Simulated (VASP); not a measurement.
Level of theory: revPBE GGA, VASP's PBE PAW potentials (set 64) (plane waves; VASP).

VASP input:

File POSCAR:
```
KCl
1
    0.0000000000     3.2780435600     3.2780435600
    3.2780435600     0.0000000000     3.2780435600
    3.2780435600     3.2780435600     0.0000000000
K Cl
1 1
Direct
  0.0000000000   0.0000000000   0.0000000000
  0.5000000000   0.5000000000   0.5000000000
```

INCAR:
```
! general
SYSTEM = KCl
PREC   = Accurate
ENCUT  = 520
LREAL  = F
LASPH  = T
ICHARG = 11

! electronic loop
EDIFF  = 1E-7
NELM   = 100
ALGO   = Normal

! smearing
ISMEAR = 0
SIGMA  = 0.05

! functional
GGA    = RE

! output
LWAVE  = F
LCHARG = F
LORBIT = 11
```

File KPOINTS:
```
k-points along high-symmetry lines
15
Line-mode
Reciprocal
  0.000000   0.000000   0.000000 ! GAMMA
  0.500000   0.000000   0.500000 ! X

  0.500000   0.000000   0.500000 ! X
  0.625000   0.250000   0.625000 ! U

  0.375000   0.375000   0.750000 ! K
  0.000000   0.000000   0.000000 ! GAMMA

  0.000000   0.000000   0.000000 ! GAMMA
  0.500000   0.500000   0.500000 ! L

  0.500000   0.500000   0.500000 ! L
  0.500000   0.250000   0.750000 ! W

  0.500000   0.250000   0.750000 ! W
  0.500000   0.000000   0.500000 ! X
```

POTCAR, in this order: K_sv Cl (PBE.64 set). Program: vasp_std. Read from the step before: CHGCAR.

What VASP printed:

File OUTCAR:
```
 ion  position               nearest neighbor table
   1  0.000  0.000  0.000-
   2  0.500  0.500  0.500-
  LATTYP: Found a face centered cubic cell.
 ALAT       =     6.5560871200
 Subroutine PRICEL returns:
 Original cell was already a primitive cell.
 Subroutine GETGRP returns: Found 48 space group operations
The static configuration has the point symmetry O_h .
The dynamic configuration has the point symmetry O_h .
 Subroutine INISYM returns: Found 48 space group operations
   k-points           NKPTS =     90   k-points in BZ     NKDIM =     90   number of bands    NBANDS=     12
   number of dos      NEDOS =    301   number of ions     NIONS =      2
   total plane-waves  NPLWV =  46656
   dimension x,y,z NGX =    36 NGY =   36 NGZ =   36
   dimension x,y,z NGXF=    72 NGYF=   72 NGZF=   72
   ions per type =               1   1
   PREC   = accura    normal or accurate (medium, high low for compatibility)
   ISTART =      0    job   : 0-new  1-cont  2-samecut
   ICHARG =     11    charge: 1-file 2-atom 10-const
   ISPIN  =      1    spin polarized calculation?
   LNONCOLLINEAR =      F non collinear calculations
   LSORBIT =      F    spin-orbit coupling
   INIWAV =      1    electr: 0-lowe 1-rand  2-diag
   ENCUT  =  520.0 eV  38.22 Ry    6.18 a.u.   8.62  8.62  8.62*2*pi/ulx,y,z
   NELM   =    100;   NELMIN=  2; NELMDL= -5     # of ELM steps
   EDIFF  = 0.1E-06   stopping-criterion for ELM
   LREAL  =      F    real-space projection
   NLSPLINE    = F    spline interpolate recip. space projectors
   LMAXMIX     =    2 max onsite mixed and CHGCAR
   VOSKOWN=      0    Vosko Wilk Nusair interpolation
   EDIFFG = 0.1E-05   stopping-criterion for IOM
   NSW    =      0    number of steps for IOM
   NBLOCK =      1;   KBLOCK =      1    inner block; outer block
   IBRION =     -1    ionic relax: 0-MD 1-quasi-New 2-CG
   NFREE  =      0    steps in history (QN), initial steepest desc. (CG)
   ISIF   =      2    stress and relaxation
   ISYM   =      2    0-nonsym 1-usesym 2-fastsym
   TEIN   =    0.0    initial temperature
   TEBEG  =    0.0;   TEEND  =   0.0 temperature during run
...
```

OSZICAR:
```
       N       E                     dE             d eps       ncg     rms          rms(c)
DAV:   1     0.103593793666E+03    0.10359E+03   -0.71776E+03  2160   0.117E+03
DAV:   2     0.108480315791E+01   -0.10251E+03   -0.94883E+02  2672   0.273E+02
DAV:   3    -0.592472840653E+01   -0.70095E+01   -0.69342E+01  2772   0.647E+01
DAV:   4    -0.623764385735E+01   -0.31292E+00   -0.31254E+00  3968   0.119E+01
DAV:   5    -0.623982682738E+01   -0.21830E-02   -0.21829E-02  2784   0.927E-01
DAV:   6    -0.623988178790E+01   -0.54961E-04   -0.54959E-04  3164   0.120E-01
DAV:   7    -0.623988273306E+01   -0.94516E-06   -0.94512E-06  3152   0.175E-02
DAV:   8    -0.623988275227E+01   -0.19211E-07   -0.19233E-07  2728   0.250E-03
   1 F= -.62398828E+01 E0= -.62398828E+01  d E =-.972592E-13
```

OUTCAR:
```
 val. band max:       -2.1657420197   @ k =   0.0000   0.0000   0.0000

 cond. band min:       2.9372881677   @ k =   0.0000   0.0000   0.0000



 k-point     1 :       0.0000    0.0000    0.0000
  band No.  band energies     occupation
      1     -29.7834      2.00000
      2     -14.1549      2.00000
      3     -13.2071      2.00000
      4     -13.2071      2.00000
      5     -13.2071      2.00000
      6      -2.1657      2.00000
      7      -2.1657      2.00000
      8      -2.1657      2.00000
      9       2.9373      0.00000
     10       6.2870      0.00000
     11       6.2870      0.00000
     12       6.2871      0.00000

 k-point     2 :       0.0357    0.0000    0.0357
  band No.  band energies     occupation
      1     -29.7833      2.00000
      2     -14.1581      2.00000
      3     -13.2075      2.00000
      4     -13.2075      2.00000
      5     -13.2028      2.00000
      6      -2.1848      2.00000
      7      -2.1687      2.00000
      8      -2.1687      2.00000
      9       2.9741      0.00000
     10       6.2536      0.00000
     11       6.3155      0.00000
     12       6.3155      0.00000

 k-point     3 :       0.0714    0.0000    0.0714
  band No.  band energies     occupation
      1     -29.7831      2.00000
      2     -14.1666      2.00000
      3     -13.2087      2.00000
      4     -13.2087      2.00000
      5     -13.1909      2.00000
      6      -2.2383      2.00000
      7      -2.1774      2.00000
      8      -2.1774      2.00000
      9       3.0809      0.00000
     10       6.1593      0.00000
     11       6.4001      0.00000
     12       6.4001      0.00000

 k-point     4 :       0.1071    0.0000    0.1071
  band No.  band energies     occupation
      1     -29.7827      2.00000
      2     -14.1783      2.00000
      3     -13.2106      2.00000
      4     -13.2106      2.00000
      5     -13.1745      2.00000
      6      -2.3167      2.00000
      7      -2.1910      2.00000
...
```

The density is held fixed in this step, so its total energy and stress have no physical meaning.

The compound is KCl in the rock salt structure. It was relaxed first, which changed the volume by +13 %.
